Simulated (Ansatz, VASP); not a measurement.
# H3C2N (ionic liquid BMIM+ dicyanamide at 450 K) in two plane-wave programs, part 4 of 4

Aim: how closely do two programs agree when they are given the same cell, functional and k mesh? Of the first pair: The cell is taken from a series of runs on this material, whose earlier steps may have relaxed, scaled, displaced or heated it; both programs get it as it stands.

VASP 6.6.1 and Ansatz 0.2.0.

So far. Step 2 (VASP: single point, r2SCAN with D3(BJ), pair 1): The run ends at a pressure of -0.16 GPa, with forces up to 0.75 eV/Å. Step 6 (VASP: single point, r2SCAN with D3(BJ), start cell …): The run ends at a pressure of -0.82 GPa, with forces up to 6.9 eV/Å.

## (9) VASP: single point, r2SCAN with D3(BJ), relaxed cell, pair 3

Level of this step: r2SCAN with D3(BJ); plane waves and PAW (C, N, H) (VASP).

The same cell, functional and mesh now go to VASP, with its own data sets.

Contents of INCAR:

```
SYSTEM = H3C2N
PREC = Accurate
ENCUT = 580
EDIFF = 1E-06
NELM = 120
ISMEAR = 0
SIGMA = 0.01
LREAL = Auto
ALGO = Normal
METAGGA = R2SCAN
IVDW = 12
VDW_S6 = 1
VDW_S8 = 0.78981345
VDW_A1 = 0.49484001
VDW_A2 = 5.73083694
LASPH = .TRUE.
NBANDS = 184
LORBIT = 11
LWAVE = .FALSE.
LCHARG = .FALSE.
ISIF = 2
GGA_COMPAT = .FALSE.
EFERMI = MIDGAP
LMIXTAU = .TRUE.
NCORE = 2
```

Contents of POSCAR:

```
H3C2N
1.0
    9.9026700000      0.0000000000      0.0000000000
    0.0000000000      9.9026700000      0.0000000000
    0.0000000000      0.0000000000      9.9026700000
C N H
30 15 45
Direct
    0.0302300000      0.9094900000      0.4320500000
    0.0083900000      0.7571400000      0.4434200000
    0.8738200000      0.7048700000      0.3884400000
    0.8552200000      0.7132000000      0.2357400000
    0.6975900000      0.9128400000      0.2132800000
    0.7006200000      0.0326900000      0.1463100000
    0.8722400000      0.1522300000      0.9997500000
    0.8920800000      0.9260200000      0.1052400000
    0.7371700000      0.8747500000      0.7320900000
    0.7059800000      0.0028800000      0.6529200000
    0.5629900000      0.0534200000      0.6778200000
    0.5330500000      0.1787100000      0.5942400000
    0.3454000000      0.2761800000      0.7371000000
    0.2127700000      0.3062000000      0.7164100000
    0.0527500000      0.2901600000      0.5185700000
    0.2949300000      0.2247300000      0.5259400000
    0.1482200000      0.4296100000      0.1743900000
    0.2614200000      0.4824000000      0.0848900000
    0.3011100000      0.6270400000      0.1191600000
    0.4227700000      0.6785300000      0.0405600000
    0.3119400000      0.7683500000      0.8292300000
    0.3208300000      0.7397600000      0.6952100000
    0.4514000000      0.5740900000      0.5534300000
    0.4598100000      0.6026100000      0.8030200000
    0.9732000000      0.5950000000      0.8795800000
    0.8297300000      0.4743800000      0.7471800000
    0.6045000000      0.3657700000      0.0772900000
    0.7324000000      0.3594000000      0.2661600000
    0.2632300000      0.0297800000      0.1336500000
    0.3720500000      0.9528700000      0.3211700000
    0.8178200000      0.8481700000      0.1862900000
    0.8229900000      0.0390000000      0.0803100000
    0.3944200000      0.2261900000      0.6168700000
    0.1835900000      0.2733300000      0.5844700000
    0.3995100000      0.6819400000      0.8941800000
    0.4133800000      0.6368800000      0.6812200000
    0.0114600000      0.6885400000      0.9410900000
    0.9427100000      0.4850700000      0.8139700000
    0.7322000000      0.4540700000      0.6834800000
    0.5675700000      0.3295000000      0.9707500000
    0.6351000000      0.4140900000      0.1954500000
    0.8177300000      0.3162700000      0.3355000000
    0.1992800000      0.0211100000      0.0346200000
    0.3343900000      0.0509700000      0.2425300000
    0.4129600000      0.8747400000      0.4002900000
    0.0430000000      0.9421700000      0.3274800000
    0.9449100000      0.9653500000      0.4744300000
    0.1213100000      0.9400200000      0.4862500000
    0.0911800000      0.7041400000      0.3923100000
    0.0140300000      0.7279300000      0.5499400000
    0.7898100000      0.7562200000      0.4388800000
    0.8633900000      0.5981400000      0.4145500000
    0.7748000000      0.6448600000      0.2040700000
    0.9462300000      0.6848900000      0.1808400000
    0.6211400000      0.8695200000      0.2775600000
    0.6269700000      0.1121300000      0.1384200000
    0.7969700000      0.1790600000      0.9243800000
    0.9670700000      0.1224000000      0.9533800000
    0.8891600000      0.2383900000      0.0659700000
    0.9898300000      0.9013500000      0.0641300000
    0.6734200000      0.7910800000      0.6987600000
    0.8421000000      0.8433600000      0.7204900000
    0.7191200000      0.8893800000      0.8400600000
    0.7190900000      0.9843800000      0.5446800000
    0.7779600000      0.0826000000      0.6794000000
    0.5497500000      0.0770800000      0.7850200000
    0.4905700000      0.9743600000      0.6515600000
    0.6014400000      0.2614500000      0.6196500000
    0.5424600000      0.1574200000      0.4866100000
    0.4095400000      0.2859500000      0.8250400000
    0.1362000000      0.3486900000      0.7811500000
    0.9748700000      0.2384900000      0.5760500000
    0.0269400000      0.3966900000      0.5125900000
    0.0569400000      0.2483400000      0.4175600000
    0.3028000000      0.1903500000      0.4226300000
    0.1273800000      0.3233600000      0.1539400000
    0.1754200000      0.4386300000      0.2810400000
    0.0546600000      0.4856300000      0.1588900000
    0.2294400000      0.4778400000      0.9791900000
    0.3494600000      0.4166700000      0.0939100000
    0.3281300000      0.6347400000      0.2261100000
    0.2152500000      0.6945400000      0.1023100000
    0.5105000000      0.6142900000      0.0572800000
    0.4484300000      0.7811800000      0.0713200000
    0.2529200000      0.8417600000      0.8838800000
    0.2743300000      0.7848400000      0.6081000000
    0.3698600000      0.5080700000      0.5199600000
    0.5439200000      0.5169400000      0.5687500000
    0.4661500000      0.6539200000      0.4795300000
    0.5334400000      0.5246300000      0.8236100000
```

Contents of KPOINTS:

```
Automatic mesh
0
Gamma
1 1 1
0 0 0
```

Potentials, in the order of the species: C, N and H (PBE family, release 64).

The run is started by

```console
> mpirun -np 8 vasp_gam
```

Numbers of over 12 decimals in the logs are rounded to 6 here.

Log:

```text
[... set-up lines as in an earlier step ...]
 entering main loop
       N       E                     dE             d eps       ncg     rms          rms(c)
DAV:   1     0.181300887661E+04    0.18130E+04   -0.13257E+05   368   0.134E+03
DAV:   2    -0.469373507517E+03   -0.22824E+04   -0.21686E+04   480   0.305E+02
DAV:   3    -0.696809363472E+03   -0.22744E+03   -0.22550E+03   464   0.100E+02
DAV:   4    -0.702258155713E+03   -0.54488E+01   -0.54265E+01   464   0.176E+01
[...]
DAV:  24    -0.593064092932E+03   -0.13284E-05   -0.23622E-06   336   0.536E-03    0.705E-04
DAV:  25    -0.593064094056E+03   -0.11243E-05   -0.92637E-07   280   0.349E-03    0.603E-04
DAV:  26    -0.593064094086E+03   -0.29993E-07   -0.15095E-07   328   0.128E-03
   1 F= -.59556190E+03 E0= -.59556190E+03  d E =0.000000E+00
```

Parts of OUTCAR (step 9):

```text
  FREE ENERGIE OF THE ION-ELECTRON SYSTEM (eV)
  ---------------------------------------------------
  free  energy   TOTEN  =      -595.5618952196 eV

  energy  without entropy=     -595.5618952196  energy(sigma->0) =     -595.56189522

[... 1 part as in an earlier step ...]
```

The run ends at a pressure of -0.19 GPa, with forces up to 0.48 eV/Å.

## (10) Differences

The two programs side by side:

```csv
quantity,Ansatz,VASP,difference
gap on the k mesh (eV),3.700,3.717,-0.017
```

Forces on 8 of the 90 atoms, those with the largest forces and the largest differences (eV/Å; atoms numbered as in POSCAR):

| atom | Ansatz x, y, z | VASP x, y, z |
| --- | --- | --- |
| C28 | -0.023, 0.015, -0.001 | -0.337, 0.186, -0.237 |
| C29 | -0.002, 0.000, 0.005 | 0.235, 0.052, 0.365 |
| N37 | -0.015, -0.030, -0.011 | 0.137, 0.347, 0.237 |
| N39 | 0.044, 0.010, 0.034 | -0.350, -0.069, -0.222 |
| N40 | 0.003, 0.013, 0.000 | -0.143, -0.132, -0.423 |
| N42 | -0.007, 0.002, -0.008 | 0.345, -0.176, 0.277 |
| N43 | 0.006, -0.001, 0.002 | -0.258, -0.039, -0.406 |
| N45 | -0.003, 0.000, -0.006 | 0.158, -0.310, 0.305 |

The forces differ by 101 meV/Å r.m.s., where the r.m.s. force is 0.010 eV/Å in Ansatz and 0.099 eV/Å in VASP: the atoms lie near their places of rest in Ansatz, so a percentage would say little (all taken over all components). A gap on the mesh is an upper bound, since the band edges may lie between its points.

## (11) Summary of results

```yaml
r_m_s_force_difference_single_point_r2scan_with_d3_bj_pair_1: 96 meV/Å
r_m_s_force_difference_single_point_r2scan_with_d3_bj_start_cell_pair_2: 8.7 % of the r.m.s. force
r_m_s_force_difference_single_point_r2scan_with_d3_bj_relaxed_cell_pair_3: 101 meV/Å
```

In words: The r.m.s. force difference is 101 meV/Å (single point, r2SCAN with D3(BJ), relaxed cell, pair 3), beyond the 12 meV/Å picked in this series as the mark of a large difference. What causes the difference of the single point, r2SCAN with D3(BJ), pair 1 pair stays open here. What causes the difference of the single point, r2SCAN with D3(BJ), start cell, pair 2 pair stays open here. What causes the difference of the single point, r2SCAN with D3(BJ), relaxed cell, pair 3 pair stays open here. Such differences can come from data sets, numerical settings and the points named under the comparisons, not from the functional's error against experiment.

[Lines on the potential files, build, host, timing and source positions are cut from VASP's logs without a mark.]

[Logs are printed without paths, hosts, clocks, repeated set-up lines and the standing remarks that a program may print on its own settings, such as how far it seeks lower states.]

[Hosts, paths, dates, database ids (printed as entryN), source tags and the programs' standing remarks are cut or masked in the printed files.]
